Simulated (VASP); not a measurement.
Write the native input for VASP 6.6.1 that does the following.

```
Task                   : single point
Functional             : PBE
Potentials or basis    : VASP PAW PBE potentials, release 64 (Rb_sv, As)
Cutoff                 : 520 eV
k mesh                 : 7 × 7 × 4
Occupations            : fermi-dirac, width 0.05 eV
Spin                   : no spin polarisation
Further INCAR settings : ALGO = Normal; EDIFF = 1e-07; NBANDS = 18
```

The structure of Rb2As lies in POSCAR:

```
Rb2As
1.0
    4.1195000000      0.0000000000      0.0000000000
    0.0000000000      4.1195000000      0.0000000000
    0.0000000000      0.0000000000      8.1187800000
Rb As
2 1
Direct
    0.5000000000      0.5000000000      0.7682100000
    0.5000000000      0.5000000000      0.2317900000
    0.0000000000      0.0000000000      0.0000000000
```

The cell was built by a generator and needn't be a form met in nature.

One way to write it, as run:

INCAR

```
SYSTEM = Rb2As
PREC     = Accurate       ! precision mode
ENCUT    = 520            ! plane-wave cutoff, eV
EDIFF    = 1E-7           ! SCF threshold, eV
ISMEAR   = -1             ! smearing method
SIGMA    = 0.05           ! smearing width, eV
LREAL    = .False.        ! projectors in reciprocal space
LASPH    = .True.         ! aspherical terms in the spheres
NELM     = 80             ! most SCF steps
ALGO     = Normal         ! electronic algorithm
ISIF     = 2              ! what is computed and relaxed
LWAVE    = .False.        ! write WAVECAR
LCHARG   = .False.        ! write CHGCAR
GGA      = PE             ! functional
NBANDS   = 18             ! bands
```

KPOINTS

```
regular mesh
0
Gamma
  7 7 4
  0 0 0
```

Potentials or basis: VASP PAW PBE potentials, release 64 (Rb_sv, As).

Launch:

```sh
$ cat potpaw_PBE.64/Rb_sv/POTCAR potpaw_PBE.64/As/POTCAR > POTCAR
$ mpirun -np 1 vasp_std > vasp.out
```

Results of the run:

The pressure is 0.8 GPa. The largest force is 0.025 eV/Å and the band gap on the k mesh is none (metal or under the smearing width).

It took 2.8 min on 1 thread of Intel(R) Xeon(R) Platinum 8175M CPU @ 2.50GHz (Skylake/Cascade Lake) (shared host), peak memory 0.27 GiB.
